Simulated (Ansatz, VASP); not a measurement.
# HfB2: VASP beside Ansatz, part 2 of 2

Wanted: the spread between two codes on one cell, functional and k mesh. Of the first pair: The cell is taken from a series of runs on this material, whose earlier steps may have relaxed, scaled, displaced or heated it; both programs get it as it stands.

VASP 6.6.1 and Ansatz 0.2.0.

So far: Starting point; Ansatz: relaxation of cell and atoms, PBEsol; VASP: relaxation of cell and atoms, PBEsol; Side by side.

### 5. Ansatz: relaxation, PBEsol

Level of this step: Ansatz beside VASP: Kohn-Sham DFT, plane waves, PBEsol (Ansatz).

This run makes the geometry at which the two programs are then compared.

The structure compared here is the end of the Ansatz relaxation.

input.yaml reads:

```yaml
crystal:
  lattice:
    - [3.002070169, 0.0, 0.0]
    - [-1.5010350845, 2.5998690303, 0.0]
    - [0.0, 0.0, 3.5052897155]
  atoms:
    - { symbol: B, position: [0.3333333333, 0.6666666667, 0.5] }
    - { symbol: B, position: [0.6666666667, 0.3333333333, 0.5] }
    - { symbol: Hf, position: [0.0, 0.0, 0.0] }
kpoints:
  mp_grid: { grid: [15, 15, 12] }
hamiltonian:
  xc: pbesol
  pseudopotentials: { kind: paw, azcp: { folder: soft_1 }, xc_functional: pbe }
scf:
  occupations: { method: methfessel_paxton, width: 0.2 }
output:
  forces: true
  stress: true
  eigenvalues: true
relax:
  adjacent_minimum: "off"
  f_tol: 0.001
  max_steps: 60
  cell: { stress_tol: 0.01, fix: [a, b, gamma] }
```

On the command line:

```bash
$ ansatz run input.yaml --threads 4 --pin off --max-ram 10240MiB --backend cpu --events-out ev --progress --plain --runs-dir out
```

Numbers of over 12 decimals in the logs are rounded to 6 here.

Log:

```text
[...]
Crystal: 3 atoms, lattice volume = 27.359 Å³
Basis set: ecut = 420 eV, 527 PW (Γ), exchange–correlation on 48×48×48 points (8 copies of the dense FFT grid, shifted against one another)
Bands: 20, of which v1, the nominal top of the filled ones, is band 16 counted from 1 (15 counted from 0)
Symmetry: 24 space group operations
[...]
k-points: 189 of 2700
[...]
k-point 188: bands = [... 12 lower, 11.3125, 14.7602, 17.5439, 17.5439, 24.7237, 27.0422, 27.8026, 27.8026]
--- Relaxed structure (5 steps of the walk, 5 accepted, 2 SCFs on fresh bases) ---
[...]
cell:  # Å, volume = 27.5127 Å³
    - [3.002070, 0, 0]
    - [-1.501035, 2.599869, 0]
    - [0, 0, 3.525013]
  atoms:
    - { symbol: B, position: [0.333333, 0.666667, 0.500000] }
    - { symbol: B, position: [0.666667, 0.333333, 0.500000] }
    - { symbol: Hf, position: [0, 0, 0] }
[key lines of the parts left out:]
SCF converged after 5 iterations
Free energy (F): -15907.186170 eV
Fermi energy:    20.541192 eV
P = ⅓ Tr σ = 19.2151 GPa (192.151 kbar)
```

### 6. VASP: single point, PBEsol, pair 2

The same cell, functional, mesh and smearing now go to VASP, with its own data sets.

INCAR reads:

```
SYSTEM = HfB2
PREC = Accurate
ENCUT = 500
EDIFF = 1E-06
NELM = 120
ISMEAR = 1
SIGMA = 0.2
LREAL = .FALSE.
ALGO = Normal
GGA = PS
NBANDS = 14
LASPH = .TRUE.
LORBIT = 11
LWAVE = .FALSE.
LCHARG = .FALSE.
ISIF = 2
GGA_COMPAT = .FALSE.
KPAR = 2
```

POSCAR reads:

```
HfB2
1.0
    3.0020701690      0.0000000000      0.0000000000
   -1.5010350845      2.5998690303      0.0000000000
    0.0000000000      0.0000000000      3.5250125865
B Hf
2 1
Direct
    0.3333333333      0.6666666667      0.5000000000
    0.6666666667      0.3333333333      0.5000000000
    0.0000000000      0.0000000000      0.0000000000
```

KPOINTS reads:

```
Automatic mesh
0
Gamma
15 15 12
0 0 0
```

Potentials, in the order of the species: B and Hf_pv (PBE family, release 64).

On the command line:

```bash
$ mpirun -np 2 vasp_std
```

Log:

```text
[banner, memory and clock lines left out]
running    2 mpi-ranks, on    1 nodes
[...]
[... a notice as in an earlier step ...]

 LDA part: xc-table for (Slater+PW92), standard interpolation
 POSCAR, INCAR and KPOINTS ok, starting setup
[...]
entering main loop
       N       E                     dE             d eps       ncg     rms          rms(c)
DAV:   1     0.255092980477E+02    0.25509E+02   -0.80093E+03  5292   0.107E+03
DAV:   2    -0.288117404830E+02   -0.54321E+02   -0.50847E+02  6812   0.225E+02
DAV:   3    -0.302367130407E+02   -0.14250E+01   -0.14170E+01  7068   0.273E+01
DAV:   4    -0.302425411708E+02   -0.58281E-02   -0.58274E-02  6144   0.211E+00
[...]
DAV:  11    -0.276702119026E+02   -0.12227E-04   -0.10296E-04  6486   0.804E-02    0.103E-01
DAV:  12    -0.276702090640E+02    0.28386E-05   -0.49792E-06  6564   0.164E-02    0.711E-03
DAV:  13    -0.276702091018E+02   -0.37761E-07   -0.36355E-07  2976   0.545E-03
   1 F= -.27670209E+02 E0= -.27670536E+02  d E =0.981819E-03
```

OUTCAR, selected parts (step 6):

```text
  Total        4.9318776      4.9318776      0.0567243      0.0000000      0.0000000      0.0000000
  in kB      287.2036075    287.2036075      3.3032904      0.0000000      0.0000000      0.0000000
  external PRESSURE =     192.5701685 kB  Pullay stress =       0.0000000 kB

 POSITION                                       TOTAL-FORCE (eV/Angst)
 -----------------------------------------------------------------------------------
     -0.00000      1.73325      1.76251         0.000000     -0.000000      0.000000
      1.50104      0.86662      1.76251        -0.000000      0.000000     -0.000000
      0.00000      0.00000      0.00000         0.000000      0.000000      0.000000
 -----------------------------------------------------------------------------------
    total drift:                               -0.000000      0.000000      0.000000

  FREE ENERGIE OF THE ION-ELECTRON SYSTEM (eV)
  ---------------------------------------------------
  free  energy   TOTEN  =       -27.6702091018 eV

  energy  without entropy=      -27.6711909209  energy(sigma->0) =      -27.67053637

[... 1 part as in an earlier step ...]

[... 2 further parts left out ...]
[key lines of the parts left out:]
E-fermi :   8.1067
```

The run ends at a pressure of 19.26 GPa.

### 7. Comparison

What differs besides the data sets and the points named for the pairs above, as far as they apply: the data sets hold 32 valence electrons in Ansatz (on its PAW soft_1 files) and 16 in VASP; Ansatz's pressure holds a Pulay correction, VASP's none. Total energies have different zeros and are not compared.

Both answers:

```
      quantity  Ansatz   VASP  difference
pressure (GPa)   19.22  19.26       -0.04
```

### 8. Ansatz: relaxation, PBEsol

This run makes the geometry at which the two programs are then compared. The cell compared in this pair holds 27.93 Å³, against 27.51 Å³ for the pair before.

The structure compared here is the end of the Ansatz relaxation.

input.yaml: that of step 5 with these lines changed.

```diff
@@ -2,5 +2,5 @@
   lattice:
-    - [3.002070169, 0.0, 0.0]
-    - [-1.5010350845, 2.5998690303, 0.0]
-    - [0.0, 0.0, 3.5052897155]
+    - [3.0333417333, 0.0, 0.0]
+    - [-1.5166708667, 2.6269509994, 0.0]
+    - [0.0, 0.0, 3.4858433352]
   atoms:
```

On the command line:

```bash
$ ansatz run input.yaml --threads 4 --pin off --max-ram 10240MiB --backend cpu --events-out ev --progress --plain --runs-dir out
```

Log:

```text
[...]
Crystal: 3 atoms, lattice volume = 27.777 Å³
Basis set: ecut = 420 eV, 539 PW (Γ), exchange–correlation on 48×48×48 points (8 copies of the dense FFT grid, shifted against one another)
Bands: 20, of which v1, the nominal top of the filled ones, is band 16 counted from 1 (15 counted from 0)
Symmetry: 24 space group operations
[...]
k-points: 189 of 2700
[...]
--- Relaxed structure (5 steps of the walk, 5 accepted, 2 SCFs on fresh bases) ---
[...]
cell:  # Å, volume = 27.9317 Å³
    - [3.033342, 2.8867520433313836e-11, 0.0]
    - [-1.516671, 2.626951, 0.0]
    - [0.0, 0.0, 3.505290]
  atoms:
    - { symbol: B, position: [0.333333, 0.666667, 0.5] }
    - { symbol: B, position: [0.666667, 0.333333, 0.5] }
    - { symbol: Hf, position: [0, 0, 0.0] }
[key lines of the parts left out:]
SCF converged after 5 iterations
Free energy (F): -15907.274941 eV
Fermi energy:    20.246597 eV
P = ⅓ Tr σ = 13.8588 GPa (138.588 kbar)
```

### 9. VASP: single point, PBEsol, pair 3

The same cell, functional, mesh and smearing now go to VASP, with its own data sets.

INCAR is that of step 6.

POSCAR reads:

```
HfB2
1.0
    3.0333417333      0.0000000000      0.0000000000
   -1.5166708667      2.6269509994      0.0000000000
    0.0000000000      0.0000000000      3.5052897155
B Hf
2 1
Direct
    0.3333333333      0.6666666667      0.5000000000
    0.6666666667      0.3333333333      0.5000000000
    0.0000000000      0.0000000000      0.0000000000
```

KPOINTS is that of step 6.

On the command line:

```bash
$ mpirun -np 2 vasp_std
```

Log:

```text
[... set-up lines as in an earlier step ...]
 entering main loop
       N       E                     dE             d eps       ncg     rms          rms(c)
DAV:   1     0.268820606552E+02    0.26882E+02   -0.80549E+03  5292   0.107E+03
DAV:   2    -0.286974909825E+02   -0.55580E+02   -0.52189E+02  6740   0.226E+02
DAV:   3    -0.302240605736E+02   -0.15266E+01   -0.15185E+01  7206   0.281E+01
DAV:   4    -0.302306861592E+02   -0.66256E-02   -0.66250E-02  5916   0.222E+00
[...]
DAV:  11    -0.277584750700E+02   -0.10827E-04   -0.93792E-05  6360   0.762E-02    0.102E-01
DAV:  12    -0.277584724717E+02    0.25983E-05   -0.44100E-06  6504   0.157E-02    0.788E-03
DAV:  13    -0.277584725249E+02   -0.53194E-07   -0.34103E-07  2952   0.515E-03
   1 F= -.27758473E+02 E0= -.27758734E+02  d E =0.784312E-03
```

OUTCAR, selected parts (step 9):

```text
  Total        3.6046917      3.6046917      0.0518628     -0.0000000      0.0000000      0.0000000
  in kB      206.7671180    206.7671180      2.9748810     -0.0000000      0.0000000      0.0000000
  external PRESSURE =     138.8363723 kB  Pullay stress =       0.0000000 kB

 POSITION                                       TOTAL-FORCE (eV/Angst)
 -----------------------------------------------------------------------------------
     -0.00000      1.75130      1.75264         0.000000      0.000000      0.000000
      1.51667      0.87565      1.75264        -0.000000     -0.000000     -0.000000
      0.00000      0.00000      0.00000         0.000000      0.000000      0.000000
 -----------------------------------------------------------------------------------
    total drift:                               -0.000000      0.000000      0.000000

  FREE ENERGIE OF THE ION-ELECTRON SYSTEM (eV)
  ---------------------------------------------------
  free  energy   TOTEN  =       -27.7584725249 eV

  energy  without entropy=      -27.7592568365  energy(sigma->0) =      -27.75873396

[... 1 part as in an earlier step ...]

[... 2 further parts left out ...]
[key lines of the parts left out:]
E-fermi :   7.9979
```

The run ends at a pressure of 13.88 GPa.

### 10. Comparison

What differs besides the data sets and the points named for the pairs above, as far as they apply: the data sets hold 32 valence electrons in Ansatz (on its PAW soft_1 files) and 16 in VASP. Total energies have different zeros and are not compared.

Compared:

| quantity | Ansatz | VASP | difference |
| --- | --- | --- | --- |
| pressure (GPa) | 13.86 | 13.88 | -0.02 |

### 11. What came out

```
difference in edge c after relaxation, in the typed setting (relaxation of cell and atoms, PBEsol) : -0.070 %
difference in pressure (single point, PBEsol, pair 2)                                              : -0.042 GPa
difference in pressure (single point, PBEsol, pair 3)                                              : -0.025 GPa
```

The difference in edge c after relaxation, in the typed setting is -0.070 % (relaxation of cell and atoms, PBEsol), within the 1.2 % picked in this series as the mark of a large difference, as far as the stopping tolerances let one tell. The data sets hold unlike numbers of valence electrons (32 in Ansatz and 16 in VASP), so part of the differences comes from the potentials. 5 further runs of this series are not shown here. Such differences can come from data sets, numerical settings and the points named under the comparisons, not from the functional's error against experiment.

[Lines on the potential files, build, host, timing and source positions are cut from VASP's logs without a mark.]

[Logs are printed without paths, hosts, clocks, repeated set-up lines and the standing remarks that a program may print on its own settings, such as how far it seeks lower states.]

[Hosts, paths, dates, database ids (printed as entryN), source tags and the programs' standing remarks are cut or masked in the printed files.]
